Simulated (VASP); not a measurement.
# Energy against moment in zigzag W chain, bond 2.672 A, part 3 of 3

Aim: the energy of zigzag W chain, bond 2.672 A as a function of its total moment.

VASP 6.6.1, plane waves and PAW; the level of theory is named at each step.

So far. Step 8 (Fixed spin moment, fixed moment 1.71): Energy at zero smearing: -16.87779 eV.

## Step 9: Fixed spin moment, fixed moment 2.06

Level of this step: LDA, spin-polarised, total moment fixed; plane waves and PAW (W) (VASP).

Input file INCAR:

```
SYSTEM = W
PREC = Normal
ENCUT = 350
EDIFF = 1E-06
NELM = 150
ISMEAR = 1
SIGMA = 0.1
LREAL = .FALSE.
ALGO = Normal
GGA = CA
NBANDS = 15
ISPIN = 2
MAGMOM = 1.03 1.03
LASPH = .TRUE.
LMAXMIX = 4
LORBIT = 11
LWAVE = .FALSE.
LCHARG = .FALSE.
KPAR = 2
AMIX = 0.2
BMIX = 1E-04
AMIX_MAG = 0.8
BMIX_MAG = 1E-04
NUPDOWN = 2.06
```

Input file POSCAR:

```
W
1.0
   12.0000000000      0.0000000000      0.0000000000
    0.0000000000     12.0000000000      0.0000000000
    0.0000000000      0.0000000000      3.2064000000
W
2
Direct
    0.4109333333      0.5000000000      0.0000000000
    0.5890666667      0.5000000000      0.5000000000
```

Input file KPOINTS:

```
Automatic mesh
0
Gamma
1 1 19
0 0 0
```

PAW data sets: W (LDA family, release 64).

Launch:

```
> mpirun -np 2 vasp_std
```

What it wrote:

```text
[... set-up lines as in an earlier step ...]
 entering main loop
       N       E                     dE             d eps       ncg     rms          rms(c)
DAV:   1     0.385332143791E+02    0.38533E+02   -0.21841E+03   600   0.345E+02
DAV:   2    -0.898764184264E+01   -0.47521E+02   -0.43738E+02  1177   0.566E+01
DAV:   3    -0.185351296708E+02   -0.95475E+01   -0.87957E+01   876   0.337E+01
DAV:   4    -0.188375927253E+02   -0.30246E+00   -0.29773E+00   715   0.785E+00
[...]
DAV:  12    -0.168158982194E+02   -0.16995E-04   -0.36852E-04   784   0.551E-02    0.281E-02
DAV:  13    -0.168159160077E+02   -0.17788E-04   -0.54110E-05   816   0.234E-02    0.133E-02
DAV:  14    -0.168159161785E+02   -0.17088E-06   -0.57171E-06   831   0.850E-03
   1 F= -.16815916E+02 E0= -.16815722E+02  d E =-.582654E-03  mag=     2.0600
```

Elapsed: 8.8 s, on 2 MPI ranks of Intel Xeon 6975P-C (Granite Rapids), shared host; peak memory 0.42 GiB.

From OUTCAR (step 9):

```text
  Total      -14.1725246     -0.0753110    -14.3851955      0.0000000      0.0000000      0.0000000
  in kB      -49.1787640     -0.2613298    -49.9167337      0.0000000      0.0000000      0.0000000
  external PRESSURE =     -33.1189425 kB  Pullay stress =       0.0000000 kB

 POSITION                                       TOTAL-FORCE (eV/Angst)
 -----------------------------------------------------------------------------------
      4.93120      6.00000      0.00000         6.600236      0.000000      0.000000
      7.06880      6.00000      1.60320        -6.600236      0.000000      0.000000
 -----------------------------------------------------------------------------------
    total drift:                                0.000000     -0.000000      0.000000

  FREE ENERGIE OF THE ION-ELECTRON SYSTEM (eV)
  ---------------------------------------------------
  free  energy   TOTEN  =       -16.8159161785 eV

  energy  without entropy=      -16.8153335242  energy(sigma->0) =      -16.81572196

 magnetization (x)
# of ion       s       p       d       tot
------------------------------------------
    1        0.085   0.037   0.618   0.740
    2        0.085   0.037   0.618   0.740
--------------------------------------------------
tot          0.170   0.075   1.235   1.480

[... 2 parts as in an earlier step ...]

[... 1 further part left out ...]
[key lines of the parts left out:]
E-fermi :  -3.7572
```

Energy at zero smearing: -16.81572 eV.

## Step 10: Fixed spin moment, fixed moment 2.4

INCAR, as its differences from that of step 9:

```diff
@@ -12,3 +12,3 @@
 ISPIN = 2
-MAGMOM = 1.03 1.03
+MAGMOM = 1.2 1.2
 LASPH = .TRUE.
@@ -23,2 +23,2 @@
 BMIX_MAG = 1E-04
-NUPDOWN = 2.06
+NUPDOWN = 2.4
```

POSCAR is that of step 9.

KPOINTS is that of step 9.

Launch:

```
> mpirun -np 2 vasp_std
```

What it wrote:

```text
[... set-up lines as in an earlier step ...]
 entering main loop
       N       E                     dE             d eps       ncg     rms          rms(c)
DAV:   1     0.387637709836E+02    0.38764E+02   -0.21837E+03   600   0.345E+02
DAV:   2    -0.882684953389E+01   -0.47591E+02   -0.43973E+02  1177   0.567E+01
DAV:   3    -0.183911357618E+02   -0.95643E+01   -0.87677E+01   876   0.336E+01
DAV:   4    -0.186982993890E+02   -0.30716E+00   -0.30151E+00   715   0.789E+00
[...]
DAV:  12    -0.167526975307E+02    0.23416E-04   -0.27764E-04   805   0.539E-02    0.256E-02
DAV:  13    -0.167527017719E+02   -0.42413E-05   -0.26099E-05   744   0.174E-02    0.129E-02
DAV:  14    -0.167527010933E+02    0.67860E-06   -0.74345E-06   721   0.967E-03
   1 F= -.16752701E+02 E0= -.16755420E+02  d E =0.815734E-02  mag=     2.4000
```

Wall time 9.2 s (2 MPI ranks); peak memory 0.43 GiB; 17 s of CPU time.

From OUTCAR (step 10):

```text
  Total      -13.8692260     -0.0700538    -13.8526306      0.0000000      0.0000000      0.0000000
  in kB      -48.1263155     -0.2430872    -48.0687294      0.0000000      0.0000000      0.0000000
  external PRESSURE =     -32.1460440 kB  Pullay stress =       0.0000000 kB

 POSITION                                       TOTAL-FORCE (eV/Angst)
 -----------------------------------------------------------------------------------
      4.93120      6.00000      0.00000         6.458641      0.000000      0.000000
      7.06880      6.00000      1.60320        -6.458641      0.000000      0.000000
 -----------------------------------------------------------------------------------
    total drift:                                0.000000     -0.000000      0.000000

  FREE ENERGIE OF THE ION-ELECTRON SYSTEM (eV)
  ---------------------------------------------------
  free  energy   TOTEN  =       -16.7527010933 eV

  energy  without entropy=      -16.7608584364  energy(sigma->0) =      -16.75542021

 magnetization (x)
# of ion       s       p       d       tot
------------------------------------------
    1        0.096   0.042   0.730   0.868
    2        0.096   0.042   0.730   0.868
--------------------------------------------------
tot          0.192   0.084   1.461   1.736

[... 2 parts as in an earlier step ...]

[... 1 further part left out ...]
[key lines of the parts left out:]
E-fermi :  -3.7322
```

Energy at zero smearing: -16.75542 eV.

## Step 11: Summary

This step: fixed spin moments, LDA; plane waves and PAW (VASP 6.6.1).

No new run; the numbers come from the runs before.

Numbers from this step:

| Property | Result |
| --- | --- |
| free moment | 0 μB |
| magnetic energy | 0.001135 meV/magnetic atom |

The energy above the free run by moment of the cell:

```csv
moment of the cell (μB),energy above the free run (meV/magnetic atom)
0.000,0.00113
0.340,2.65
0.690,11.9
1.030,30.7
1.370,59.0
1.710,88.1
2.060,119
2.400,149
```

## Step 12: What came out

* free moment: 0.00268 μB

What this shows: The cell was run as typed, and forces of at least 6.5 eV/Å remain in every run with moments, so its atoms stand far from any minimum at this level and some may sit on wrong sites; the results belong to this cell alone. Left free, the cell holds 0.00 μB. Forcing 2.4 μB costs 149 meV for each atom counted as magnetic, from the free run. The cell is non-magnetic at this level.

[Lines on the potential files, build, host, timing and source positions are cut from VASP's logs without a mark.]

[Logs are printed without paths, hosts, clocks, repeated set-up lines and the standing remarks that a program may print on its own settings, such as how far it seeks lower states.]

[Hosts, paths, dates, database ids (printed as entryN), source tags and the programs' standing remarks are cut or masked in the printed files.]

[In band tables of VASP the shares of atoms and orbitals are scaled to a sum of 1 inside the atoms' spheres.]

[Runs that stopped without an error message from VASP are left out.]
